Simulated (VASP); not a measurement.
# SiC: relaxation of cell and atoms with PBE

Crystal: SiC.

```
Si C
1.0
     3.08000    0.00000    0.00000
    -1.54000    2.66736    0.00000
     0.00000    0.00000   15.12000
Si C
6 6
Cartesian
  0.0000 0.0000 0.0000
  0.0000 1.7782 2.5200
  1.5400 0.8891 5.0400
  0.0000 0.0000 7.5600
  1.5400 0.8891 10.0800
  0.0000 1.7782 12.6000
  0.0000 0.0000 1.8900
  0.0000 1.7782 4.4100
  1.5400 0.8891 6.9300
  0.0000 0.0000 9.4500
  1.5400 0.8891 11.9700
  0.0000 1.7782 14.4900
```

The cell was built by a generator and needn't be a form met in nature.

```json
{"Program": "VASP 6.6.1", "Task": "relaxation of cell and atoms", "Functional": "PBE", "Potentials or basis": "VASP PAW PBE potentials, release 64 (Si, C)", "Cutoff": "600 eV", "k mesh": "10 × 10 × 2", "Occupations": "fermi-dirac, width 0.05 eV", "Spin": "no spin polarisation", "Further INCAR settings": "ALGO = Normal; EDIFF = 1e-06; IBRION = 2; EDIFFG = -0.01; NSW = 40; ISIF = 3"}
```

```yaml
Relaxed_volume: 10.49 Å³/atom
Relaxed_cell: a = 3.094 Å, b = 3.094 Å, c = 15.180 Å, α = 90.00°, β = 90.00°, γ = 120.00°
Space_group_after_relaxing_to_0.05_Å: P6_3mc (No. 186)
Energy_gained_by_relaxing: 1.3 meV/atom
Ionic_steps: 6
Pressure_after_relaxing: 0.1 GPa
Largest_force_after_relaxing: 0.008 eV/Å
Band_gap_on_the_k_mesh: 2.03 eV, indirect (least direct gap 3.12 eV)
```

Forces on the atoms (eV/Å):
```
Si   0.000  0.000  0.001
Si   0.000  0.000 -0.005
Si   0.000  0.000  0.003
Si   0.000  0.000  0.001
Si   0.000  0.000 -0.005
Si   0.000  0.000  0.003
C    0.000  0.000  0.008
C    0.000  0.000  0.000
C    0.000  0.000 -0.007
C    0.000  0.000  0.008
C    0.000  0.000  0.000
C    0.000  0.000 -0.007
```

The path:
| step | energy change (eV) | largest force (eV/Å) | pressure (GPa) | volume (Å³) |
| --- | --- | --- | --- | --- |
| 1 | 0.0000 | 0.1210 | 2.89 | 124.22 |
| 2 | 0.0002 | 0.0734 | -2.82 | 127.61 |
| 3 | -0.0154 | 0.0325 | -0.04 | 125.89 |
| 4 | -0.0154 | 0.0342 | 0.03 | 125.86 |
| 5 | -0.0155 | 0.0106 | 0.05 | 125.85 |
| 6 | -0.0155 | 0.0081 | 0.05 | 125.85 |

Final structure:
```
Si C
1.0
     3.09398    0.00000    0.00000
    -1.54699    2.67946    0.00000
     0.00000    0.00000   15.18011
Si C
6 6
Direct
  0.00000 0.00000 0.99995
  0.33333 0.66667 0.16669
  0.66667 0.33333 0.33318
  0.00000 0.00000 0.49995
  0.66667 0.33333 0.66669
  0.33333 0.66667 0.83318
  0.00000 0.00000 0.12530
  0.33333 0.66667 0.29169
  0.66667 0.33333 0.45819
  0.00000 0.00000 0.62530
  0.66667 0.33333 0.79169
  0.33333 0.66667 0.95819
```

Levels at points of the mesh, in eV from the valence-band top:
| k point | band 20 | band 21 | band 22 | band 23 | band 24 | band 25 | band 26 | band 27 | band 28 | band 29 |
| --- | --- | --- | --- | --- | --- | --- | --- | --- | --- | --- |
| (0.00, 0.00, 0.00) | -0.30 | -0.30 | -0.04 | 0.00 | 0.00 | 5.06 | 5.23 | 5.63 | 6.15 | 6.15 |
| (0.50, 0.00, 0.00) | -2.24 | -1.80 | -1.77 | -1.65 | -1.10 | 2.03 | 2.21 | 3.19 | 3.87 | 4.56 |
| (0.00, 0.00, 0.50) | -0.64 | -0.10 | -0.10 | -0.10 | -0.10 | 5.13 | 5.13 | 5.87 | 5.87 | 6.51 |
| (0.50, 0.00, 0.50) | -2.33 | -1.70 | -1.70 | -1.30 | -1.30 | 2.07 | 2.07 | 3.41 | 3.41 | 4.76 |

Wall time 2.3 min on 4 MPI ranks on Intel(R) Xeon(R) Platinum 8488C (Sapphire Rapids), with other jobs on the host, peak memory 0.36 GiB a rank.

A k mesh can miss the band edges. A hybrid or GW would open this gap; PBE tends to underestimate it.
